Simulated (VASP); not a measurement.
Here is the system:

```xyz
6
Lattice="4.8476 0.0000 0.0000 0.0000 4.8476 0.0000 0.0000 0.0000 3.2881" Properties=species:S:1:pos:R:3 pbc="T T T"
Mn     0.0000     4.8476     3.2881
Mn     2.4238     2.4238     1.6440
F      1.4751     1.4751     0.0000
F      3.8989     0.9487     1.6440
F      0.9487     3.8989     1.6440
F      3.3725     3.3725     3.2881
```
Starting moments (μB, in the order of the record's atoms Mn Mn F F F F): 5.0 -5.0 0.0 0.0 0.0 0.0.

These are revTPSS meta-GGA, VASP's PBE PAW potentials (set 64) (plane waves; VASP 6.6.1) values and carry that method's errors. Numerical set-up: 520 eV cut-off, 4×4×6 Γ-centred mesh, Gaussian smearing of 0.050 eV, potentials Mn_pv F.

The ions, cell shape and volume are relaxed. Give the cell that the relaxation ends in.

```xyz
6
Lattice="4.8671 0.0000 0.0000 0.0000 4.8671 0.0000 0.0000 0.0000 3.3029" Properties=species:S:1:pos:R:3 pbc="T T T"
Mn     0.0000     0.0000     0.0000
Mn     2.4335     2.4335     1.6514
F      1.4800     1.4800     0.0000
F      3.9136     0.9535     1.6514
F      0.9535     3.9136     1.6514
F      3.3870     3.3870     0.0000
```
Space group P4_2/mnm (136), at a tolerance of 0.03 Å. The cell ends with 0.00 μB, on the sites 4.59 -4.59 -0.03 0.03 0.03 -0.03 μB.

How do energy and volume change from the first to the last step?

The energy (σ→0) changes by -0.7 meV/atom and the volume by +1.3 %, in 3 ionic steps.

The compound is MnF2 in the rutile structure. This run relaxes it. Symmetry was kept, so distortions that lower it aren't found.
